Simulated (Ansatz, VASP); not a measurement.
# Sn in two plane-wave programs

One calculation is typed for both programs; each brings its own data sets. How far apart do they land? The cell is taken from a series of runs on this material, whose earlier steps may have relaxed, scaled, displaced or heated it; both programs get it as it stands.

Program: Ansatz 0.2.0. Level of theory: plane waves, with VASP 6.6.1 beside it; zone-centre phonons at PBE with D3(BJ). Results are calculated unless marked as measured.

### Step 1. Set-up

The structure is tetragonal, space group I4_1/amd (No. 141). The conventional cell has a = 5.864 Å, b = 5.864 Å, c = 3.164 Å, α = 90.00°, β = 90.00°, γ = 90.00°. Nearest to Sn lie 6 Sn at 3.04 to 3.16 Å.

### Step 2. Ansatz: zone-centre phonons, PBE with D3(BJ)

Ansatz runs on its PAW soft_1 files.

Second derivatives magnify differences that forces hide, and they need a tight electronic threshold.

input.yaml

```yaml
crystal:
  lattice:
    - [-2.9317751117, 2.9317751117, 1.5818122145]
    - [2.9317751117, -2.9317751117, 1.5818122145]
    - [2.9317751117, 2.9317751117, -1.5818122145]
  atoms:
    - { symbol: Sn, position: [0.75, 0.25, 0.5] }
    - { symbol: Sn, position: [0.0, 0.0, 0.0] }
kpoints:
  mp_grid: { grid: [16, 16, 16] }
hamiltonian:
  xc: pbe
  dispersion: d3bj
  pseudopotentials: { kind: paw, azcp: { folder: soft_1 } }
scf:
  occupations: { method: methfessel_paxton, width: 0.2 }
output:
  eigenvalues: true
phonons:
  method: dfpt
```

Command:

```bash
ansatz run input.yaml --threads 4 --pin off --max-ram 16384MiB --backend cpu --events-out ev --progress --plain --runs-dir out
```

Numbers of over 12 decimals in the logs are rounded to 6 here.

What it wrote:

```text
zone centre: on kpoints.mp_grid the ground state, and the responses unless they are solved on pairs of k-points, stand on 621 of the mesh's 4096 k-points, reduced under 4 symmetry operations, with k and −k counted as one. Each operation leaves every solved displacement unchanged or reverses it
Engine: ansatz 0.2.0, aarch64-unknown-linux-gnu
Pseudopotentials: kind: paw
Pseudopotential: Sn, paw, valence charge 14, recommended cutoff 420 eV (normal), soft_1/Sn.paw.azcp
Functional definition: PBE
  parameter kappa = 0.804
  parameter beta = 0.066725
  exchange = pbe_x(kappa = kappa, mu = beta*pi^2/3)
  correlation = pbe_c(beta = beta)
Crystal: 2 atoms, lattice volume = 54.385 Å³
Basis set: ecut = 420 eV, 1109 PW (Γ), exchange–correlation on 64×64×64 points (8 copies of the dense FFT grid, shifted against one another)
Bands: 18, of which v1, the nominal top of the filled ones, is band 14 counted from 1 (13 counted from 0)
Symmetry: 16 space group operations
k-points: 621 of 4096 (irreducible under 4 space group operations, time reversal used)
Non-local potential: Sn, projectors of the file, l = 0: 2, l = 1: 2, l = 2: 2, l = 3: 1
PAW form: soft (Blöchl's): semilocal exchange-correlation on the pseudo side does not see the compensation charge
PAW one-centre angular grid: Sn, 590 points (default); XC on 64 Gauss nodes
Initial density: superposition of atomic densities (chi_scale 0.1, normalization cell)
Initial wavefunctions: pseudopotential atomic-orbital guess
Functional: x = pbe(κ = 0.804, μ = 0.219515), c = pbe(β = 0.066725)
SCF iter   1: F=—  HF=-12049.269864 eV  |F-HF|=—  |Δ(HF+E_count)|=         —  Δρ=1.39e-2  dr2=9.35e-2  ethr=3.10e-3  ⟨swp⟩=5.5  Hψ=55458  notcnv=0
preconditioner: auto → Kerker (q_TF=auto, 2.443 Å⁻¹)  [metal: Δε(μ)=0.024 eV  Ē_g=20.008 eV  σ=0.200 eV  W_gap=0.10  n_scr=16 (ndim 8)  ℏωp=26.6 eV  f_vac=0.000  D(μ)=0.89/eV (n_scr^D=4)]
SCF iter   2: F=—  HF=-12049.260332 eV  |F-HF|=—  |Δ(HF+E_count)|=   9.53e-3  S|Δr|=    0.00e0  Δρ=9.11e-3  dr2=3.82e-2  ethr=3.34e-4  ⟨swp⟩=1.0  Hψ=16194  notcnv=0
SCF iter   3: F=—  HF=-12049.260478 eV  |F-HF|=—  |Δ(HF+E_count)|=   1.46e-4  S|Δr|=    0.00e0  Δρ=1.25e-3  dr2=6.03e-4  ethr=1.36e-4  ⟨swp⟩=2.0  Hψ=19886  notcnv=0
SCF iter   4: F=—  HF=-12049.260667 eV  |F-HF|=—  |Δ(HF+E_count)|=   1.89e-4  S|Δr|=    0.00e0  Δρ=1.98e-4  dr2=1.49e-5  ethr=2.15e-6  ⟨swp⟩=2.0  Hψ=17228  notcnv=0
SCF iter   5: F=—  HF=-12049.260676 eV  |F-HF|=—  |Δ(HF+E_count)|=   8.93e-6  S|Δr|=    0.00e0  Δρ=8.93e-5  dr2=4.88e-6  ethr=5.31e-8  ⟨swp⟩=2.0  Hψ=19909  notcnv=0
SCF iter   6: F=—  HF=-12049.260673 eV  |F-HF|=—  |Δ(HF+E_count)|=   3.42e-6  S|Δr|=    0.00e0  Δρ=2.31e-5  dr2=4.85e-7  ethr=1.74e-8  ⟨swp⟩=2.0  Hψ=19478  notcnv=0
SCF iter   7: F=—  HF=-12049.260673 eV  |F-HF|=—  |Δ(HF+E_count)|=   7.44e-8  S|Δr|=    0.00e0  Δρ=3.82e-6  dr2=1.05e-8  ethr=1.73e-9  ⟨swp⟩=2.0  Hψ=19881  notcnv=0
SCF iter   8: F=—  HF=-12049.260673 eV  |F-HF|=—  |Δ(HF+E_count)|=   2.79e-9  S|Δr|=    0.00e0  Δρ=5.01e-7  dr2=1.68e-10  ethr=3.75e-11  ⟨swp⟩=2.0  Hψ=13823  notcnv=0
SCF iter   9: F=-12049.260673 eV  HF=-12049.260673 eV  |F-HF|=1.82e-12  |Δ(HF+E_count)|=  6.00e-11  S|Δr|=    0.00e0  Δρ=9.41e-8  dr2=4.91e-12  ethr=1.00e-12  ⟨swp⟩=6.8  Hψ=52604  notcnv=0
the search or the solves at the SCF's close seem to have found levels that the self-consistency loop had missed (the run counts 1). By its estimate they hold under 1e-12 electrons; where the run keeps them, the occupations were computed again with them
SCF 1 converged in 9 iterations: F = -12049.260673 eV  dr2 = 4.91e-12
  greatest PAW one-centre occupation: 0.991 electrons in one spin orbital (limit 2), on the Sn atom at site 1 (counted from 0), in its partial waves of l = 2
DFPT response loops at Γ: preconditioner auto → Kerker (q_TF=auto, 2.443 Å⁻¹) (partly filled bands, converged f_vac=0.000); β = 1.00, the filter's whole step (`scf.mixing.beta` (0.50) is not read by the response loops under this deck's `scf.mixing.preconditioner`; to damp them name `kerker` or `kerker_dos`, under which they read `scf.mixing.beta`, and type it under 1.00, their step now; both keys bind the ground state too); Broyden in place of MSR1
SCF converged after 9 iterations
Stability not checked: this state was not tested for a lower state beside it, because cold or Methfessel-Paxton smearing, or corrected tetrahedra, fill the levels in a way that the test cannot read (fill_not_monotonic; see scf.lower_state_search)
Free energy (F): -12049.260673 eV
Harris-Foulkes:  -12049.260673 eV  (|F-HF|=1.82e-12)
Internal energy: -12049.260672 eV  (E = F + TS)
E sigma→0 (E₀):  -12049.260673 eV
Entropy (-TS):   -0.000001 eV (-0.000 meV/atom)
Fermi energy:    10.786023 eV
--- Per-component energies (eV) ---
  E_band       = -162.997518
  E_kinetic    = 335.176555
  E_local      = -2020.535041  (includes V_loc(G=0)·N_el)
  E_nonlocal   = 289.811242
  E_hartree    = 1019.703710
  E_xc         = -251.579429
  E_vxc        = -160.299251  (∫ρ·V_xc dr)
  E_paw        = -8738.478564  (= ΣΔE_a)
  E_vpaw       = -646.559100  (= ΣTr[D̂ρ^β])
  E_aug_tail   = 0.000584  (compensation charges beyond the density's cutoff)
  E_ewald      = -2682.581853
  E_disp       = -0.777874  (pairwise vdW)
  E_smearing   = -0.000001  (= −TS)
  E_closure    = 0.000000  (closes the sum)
  Σ components = -12049.260673   (vs F -12049.260673, Δ=0.00e0)
--- Band table (eV; the first three rows and the last of 621) ---
  k-point 0: bands = [... 10 lower, -0.3432, 7.0407, 8.7681, 8.7681, 13.7185, 16.9153, 16.9153, 17.7562]
  k-point 1: bands = [... 10 lower, -0.3083, 6.7184, 8.8098, 9.0232, 13.8817, 16.5527, 16.7035, 17.8106]
  k-point 2: bands = [... 10 lower, -0.2036, 6.0495, 8.9344, 9.5001, 14.3613, 15.8348, 16.1773, 17.6743]
  k-point 620: bands = [... 10 lower, 3.1895, 3.1895, 5.9724, 5.9724, 15.9876, 15.9876, 20.0246, 20.0246]
--- Phonons (Γ-DFPT): 2 representative perturbations + reference, on 621 of 4096 k-points (Σ response iterations 6) ---
  k mesh reduced under 4 symmetry operations, with k and −k counted as one. Each operation leaves every solved displacement unchanged or reverses it
  ASR residual: 5.103e-6 → 0.000e0 eV/Å²; symmetrization residual: 1.989e-12 eV/Å²
  pairwise dispersion correction: d3bj (s6 = 1.0, s8 = 0.7875, a1 = 0.4289, a2_bohr = 4.4407), with the weights of each atom's references fixed at the reference crystal's, and the forces and stress that the weights' published response gives there kept as a pressure on the atom's counted neighbours (hamiltonian.dispersion)
  ASR residual per site (eV/Å²): 5.10e-6 5.10e-6
  Γ frequencies (cm⁻¹): 0.00 0.00 0.00 45.34 133.64 133.64
  non-analytic LO–TO correction: not included (Born effective charges unavailable; polar crystals: no LO–TO splitting at Γ)
```

### Step 3. VASP: zone-centre phonons, PBE with D3(BJ)

The same cell, functional, mesh and smearing now go to VASP, with its own data sets.

Lines of VASP's logs that name or quote its potential files are left out, and so is its time.

INCAR

```
SYSTEM = Sn
PREC = Accurate
ENCUT = 500
EDIFF = 1E-08
NELM = 120
ISMEAR = 1
SIGMA = 0.2
LREAL = .FALSE.
ALGO = Normal
GGA = PE
IVDW = 12
NBANDS = 20
LORBIT = 11
LWAVE = .FALSE.
LCHARG = .FALSE.
ISIF = 2
IBRION = 6
NFREE = 2
POTIM = 0.015
NSW = 1
LASPH = .TRUE.
GGA_COMPAT = .FALSE.
KPAR = 2
```

POSCAR

```
Sn
1.0
   -2.9317751117      2.9317751117      1.5818122145
    2.9317751117     -2.9317751117      1.5818122145
    2.9317751117      2.9317751117     -1.5818122145
Sn
2
Direct
    0.7500000000      0.2500000000      0.5000000000
    0.0000000000      0.0000000000      0.0000000000
```

KPOINTS

```
Automatic mesh
0
Gamma
16 16 16
0 0 0
```

The projector-augmented-wave data sets are Sn_d (PBE family, release 64).

Command:

```bash
mpirun -np 2 vasp_std
```

What it wrote:

```text
[banner, memory and clock lines left out]
running    2 mpi-ranks, on    1 nodes
 distrk:  each k-point on    1 cores,    2 groups
 distr:  one band on    1 cores,    1 groups

 POSCAR found type information on POSCAR Sn
 POSCAR found :  1 types and       2 ions
 LDA part: xc-table for (Slater+PW92), standard interpolation
 POSCAR, INCAR and KPOINTS ok, starting setup
 FFT: planning ... GRIDC
 FFT: planning ... GRID_SOFT
 FFT: planning ... GRID
 WAVECAR not read
 entering main loop
       N       E                     dE             d eps       ncg     rms          rms(c)
DAV:   1     0.215010395197E+03    0.21501E+03   -0.14335E+04 14072   0.213E+03
DAV:   2     0.136893523491E+02   -0.20132E+03   -0.19774E+03 14044   0.449E+02
DAV:   3    -0.694620937758E+01   -0.20636E+02   -0.20452E+02 15796   0.136E+02
DAV:   4    -0.759061548054E+01   -0.64441E+00   -0.64367E+00 15840   0.265E+01
DAV:   5    -0.761684132936E+01   -0.26226E-01   -0.26225E-01 19308   0.502E+00    0.238E+00
DAV:   6    -0.760114308137E+01    0.15698E-01   -0.33647E-02 19008   0.262E+00    0.132E+00
DAV:   7    -0.759726547669E+01    0.38776E-02   -0.19069E-02 18924   0.201E+00    0.169E-01
DAV:   8    -0.759720972704E+01    0.55750E-04   -0.19570E-03 17168   0.602E-01    0.399E-02
DAV:   9    -0.759721416784E+01   -0.44408E-05   -0.58850E-05 18820   0.713E-02    0.165E-02
DAV:  10    -0.759721274113E+01    0.14267E-05   -0.87764E-06 18128   0.402E-02    0.113E-03
DAV:  11    -0.759721307435E+01   -0.33322E-06   -0.45702E-07 16560   0.892E-03    0.108E-03
DAV:  12    -0.759721271762E+01    0.35673E-06   -0.48257E-08 15088   0.246E-03    0.284E-04
DAV:  13    -0.759721273611E+01   -0.18482E-07   -0.38273E-09  9700   0.703E-04    0.933E-05
DAV:  14    -0.759721274546E+01   -0.93573E-08   -0.11617E-09  8796   0.412E-04
   1 F= -.83748483E+01 E0= -.83748478E+01  d E =-.129861E-05
[...]
2 F= -.83744157E+01 E0= -.83744172E+01  d E =0.454928E-05
[...]
3 F= -.83744157E+01 E0= -.83744172E+01  d E =0.455117E-05
[...]
4 F= -.83747974E+01 E0= -.83747955E+01  d E =-.561842E-05
 Finite differences progress:
  Degree of freedom:   2/  2
  Displacement:        1/  2
  Total:               3/  4
 bond charge predicted
       N       E                     dE             d eps       ncg     rms          rms(c)
DAV:   1    -0.758886056102E+01    0.83013E-02   -0.33155E+00 27556   0.113E+01    0.138E-01
DAV:   2    -0.759712195998E+01   -0.82614E-02   -0.83496E-02 34864   0.262E+00    0.556E-02
DAV:   3    -0.759716134222E+01   -0.39382E-04   -0.59189E-04 29316   0.232E-01    0.419E-02
DAV:   4    -0.759716137008E+01   -0.27856E-07   -0.62996E-05 33844   0.102E-01    0.129E-02
DAV:   5    -0.759716208865E+01   -0.71857E-06   -0.43835E-06 32320   0.185E-02    0.172E-03
DAV:   6    -0.759716182720E+01    0.26145E-06   -0.34633E-07 29304   0.826E-03    0.579E-04
DAV:   7    -0.759716180518E+01    0.22014E-07   -0.25117E-08 20252   0.193E-03    0.133E-04
DAV:   8    -0.759716183970E+01   -0.34515E-07   -0.83683E-09 15184   0.136E-03    0.563E-05
DAV:   9    -0.759716183742E+01    0.22774E-08   -0.21118E-09 14664   0.550E-04
   5 F= -.83747974E+01 E0= -.83747955E+01  d E =-.563504E-05
 Finite differences progress:
  Degree of freedom:   2/  2
  Displacement:        2/  2
  Total:               4/  4
```

Parts of OUTCAR (step 3):

```text
ion  position               nearest neighbor table
   1  0.750  0.250  0.500-   2 3.04   2 3.04   2 3.04   2 3.04
   2  0.000  0.000  0.000-   1 3.04   1 3.04   1 3.04   1 3.04

  LATTYP: Found a body centered tetragonal cell.
 ALAT       =     5.8635502234
 C/A-ratio  =     0.5395407745

 Subroutine GETGRP returns: Found 16 space group operations
 (whereof  8 operations were pure point group operations)

The static configuration has the point symmetry D_2d.
 The point group associated with its full space group is D_4h.

 Found    349 irreducible k-points:

   k-points           NKPTS =    349   k-points in BZ     NKDIM =    349   number of bands    NBANDS=     20

   dimension x,y,z NGX =    32 NGY =   32 NGZ =   32
   dimension x,y,z NGXF=    64 NGYF=   64 NGZF=   64

   ENCUT  =  500.0 eV  36.75 Ry    6.06 a.u.   8.09  8.09  8.09*2*pi/ulx,y,z

   NELECT =      28.0000    total number of electrons

 k-points in reciprocal lattice and weights: Automatic mesh
   0.00000000  0.00000000  0.00000000       0.000
   0.06250000  0.00000000 -0.00000000       0.002
   0.12500000  0.00000000 -0.00000000       0.002
   0.18750000  0.00000000 -0.00000000       0.002
   0.25000000  0.00000000 -0.00000000       0.002
   0.31250000  0.00000000  0.00000000       0.002
   0.37500000  0.00000000 -0.00000000       0.002
   0.43750000  0.00000000 -0.00000000       0.002
   0.50000000  0.00000000 -0.00000000       0.001
[...]
-0.43750000 -0.43750000  0.43750000       0.000
   0.50000000  0.50000000  0.50000000       0.000

 Edisp (eV)   -0.77764

 average (electrostatic) potential at core
       1 -99.0885       2 -99.0885

 E-fermi :   7.9600

 k-point     1 :       0.0000    0.0000    0.0000
  band No.  band energies     occupation
    ...
     10     -13.2165      2.00000
     11      -3.1688      2.00000
     12       4.2147      2.00000
     13       5.9370      2.00000
     14       5.9477      2.00000
     15      10.8944     -0.00000
     16      14.0774      0.00000
     17      14.0981      0.00000
     18      14.9301      0.00000
     19      15.0360      0.00000
    ...

 k-point     2 :       0.0625    0.0000   -0.0000
  band No.  band energies     occupation
    ...
     10     -13.2191      2.00000
     11      -3.0907      2.00000
     12       4.0992      2.00000
     13       5.9557      2.00000
     14       6.2017      2.00000
     15      11.0262     -0.00000
     16      13.7293      0.00000
     17      14.0860      0.00000
     18      14.2816      0.00000
     19      14.3355      0.00000
    ...

 k-point     3 :       0.1250    0.0000   -0.0000
  band No.  band energies     occupation
    ...
     10     -13.2265      2.00000
     11      -2.8562      2.00000
     12       3.8936      2.00000
     13       5.9872      2.00000
     14       6.8484      2.00000
     15      11.4085     -0.00000
     16      12.4136      0.00000
     17      12.8832      0.00000
     18      13.4915      0.00000
     19      14.0179      0.00000
    ...

 Edisp (eV)   -0.77764

  Total      -0.05646     0.02704    -0.01403     0.00000     0.00000     0.00000
  in kB      -1.66344     0.79645    -0.41327     0.00000     0.00000     0.00000
  external pressure =       -0.43 kB  Pullay stress =        0.00 kB

  energy-cutoff  :      500.00
  volume of cell :       54.38
      direct lattice vectors                 reciprocal lattice vectors
    -2.931775112  2.931775112  1.581812214     0.000000000  0.170545141  0.316093146
     2.931775112 -2.931775112  1.581812214     0.170545141  0.000000000  0.316093146
     2.931775112  2.931775112 -1.581812214     0.170545141  0.170545141  0.000000000

 POSITION                                       TOTAL-FORCE (eV/Angst)
 -----------------------------------------------------------------------------------
      0.00000      2.93178      0.77591         0.000000      0.000000      0.006717
      0.00000      0.00000      0.00000        -0.000000     -0.000000     -0.006717
 -----------------------------------------------------------------------------------
    total drift:                               -0.000000     -0.000000     -0.000141

  FREE ENERGIE OF THE ION-ELECTRON SYSTEM (eV)
  ---------------------------------------------------
  free  energy   TOTEN  =        -8.3747973514 eV

  energy  without entropy=       -8.3747917163  energy(sigma->0) =       -8.37479547

 Eigenvectors and eigenvalues of the dynamical matrix
 ----------------------------------------------------

   1 f  =    3.995813 THz    25.106434 2PiTHz  133.285976 cm-1    16.525347 meV
             X         Y         Z           dx          dy          dz
      0.000000  2.931775  0.790906     0.707107    0.000000    0.000000
      0.000000  0.000000  0.000000    -0.707107   -0.000000    0.000000

   2 f  =    3.995813 THz    25.106434 2PiTHz  133.285976 cm-1    16.525347 meV
             X         Y         Z           dx          dy          dz
      0.000000  2.931775  0.790906     0.000000   -0.707107   -0.000000
      0.000000  0.000000  0.000000    -0.000000    0.707107    0.000000

   3 f  =    1.357351 THz     8.528488 2PiTHz   45.276356 cm-1     5.613550 meV
             X         Y         Z           dx          dy          dz
      0.000000  2.931775  0.790906    -0.000000    0.000000   -0.707107
      0.000000  0.000000  0.000000    -0.000000    0.000000    0.707107

   4 f  =    0.000000 THz     0.000000 2PiTHz    0.000001 cm-1     0.000000 meV
             X         Y         Z           dx          dy          dz
      0.000000  2.931775  0.790906    -0.488424    0.508515   -0.053429
      0.000000  0.000000  0.000000    -0.488424    0.508515   -0.053429

   5 f/i=    0.000000 THz     0.000000 2PiTHz    0.000000 cm-1     0.000000 meV
             X         Y         Z           dx          dy          dz
      0.000000  2.931775  0.790906     0.087742    0.010564   -0.701562
      0.000000  0.000000  0.000000     0.087742    0.010564   -0.701562

   6 f/i=    0.000000 THz     0.000000 2PiTHz    0.000001 cm-1     0.000000 meV
             X         Y         Z           dx          dy          dz
      0.000000  2.931775  0.790906    -0.503730   -0.491224   -0.070396
      0.000000  0.000000  0.000000    -0.503730   -0.491224   -0.070396

 ELASTIC MODULI CONTR FROM IONIC RELAXATION (kBar)
 Direction    XX          YY          ZZ          XY          YZ          ZX
 --------------------------------------------------------------------------------
 XX        -509.0849    509.0849      0.0000      0.0000      0.0000      0.0000
 YY         509.0849   -509.0849      0.0000      0.0000      0.0000      0.0000
 ZZ           0.0000      0.0000      0.0000      0.0000      0.0000      0.0000
 XY           0.0000      0.0000      0.0000      0.0000      0.0000      0.0000
 YZ           0.0000      0.0000      0.0000      0.0000    -27.9158      0.0000
 ZX           0.0000      0.0000      0.0000      0.0000      0.0000    -27.9158
 --------------------------------------------------------------------------------

 total charge
# of ion       s       p       d       tot
------------------------------------------
    1        1.236   1.012   9.975  12.224
    2        1.236   1.012   9.975  12.224
--------------------------------------------------
tot          2.472   2.025  19.951  24.447

[... 3 further parts left out ...]
```

Dispersion corrections of this kind ignore metallic screening and tend to overbind metals.

Levels, forces or a CONTCAR printed for this step are those of its last displaced cell, not of the structure at rest.

### Step 4. Comparison

Known differences besides the potentials themselves: the cutoff is 420 eV in Ansatz and 500 eV in VASP; Ansatz takes the dispersion share of the force constants at frozen C6 weights, VASP differentiates the full forces; VASP uses finite displacements, Ansatz perturbation theory. Total energies have different zeros and are not compared.

The two programs side by side:

| quantity | Ansatz | VASP | difference |
| --- | --- | --- | --- |
| optical mode 1 (cm⁻¹) | 45.3 | 45.3 | +0.1 |
| optical mode 2 to 3 (cm⁻¹) | 133.6 | 133.3 | +0.27 % |

Modes are paired by rising frequency, not by their patterns, so a pair may set unlike modes beside each other; they are those without the splitting of longitudinal modes.

### Step 5. Outcome

```json
{
 "r.m.s. difference of the optical zone-centre modes, each program's sorted by frequency (zone-centre phonons, PBE with D3(BJ))": "0.29 cm⁻¹"
}
```

What this shows: The r.m.s. difference of the optical zone-centre modes, each program's sorted by frequency is 0.29 cm⁻¹ (zone-centre phonons, PBE with D3(BJ)). How closely two codes agree says nothing of how well the functional describes the real material.

[Lines on the potential files, build, host, timing and source positions are cut from VASP's logs without a mark.]

[Logs are printed without paths, hosts, clocks, repeated set-up lines and the standing remarks that a program may print on its own settings, such as how far it seeks lower states.]

[Hosts, paths, dates, database ids (printed as entryN), source tags and the programs' standing remarks are cut or masked in the printed files.]
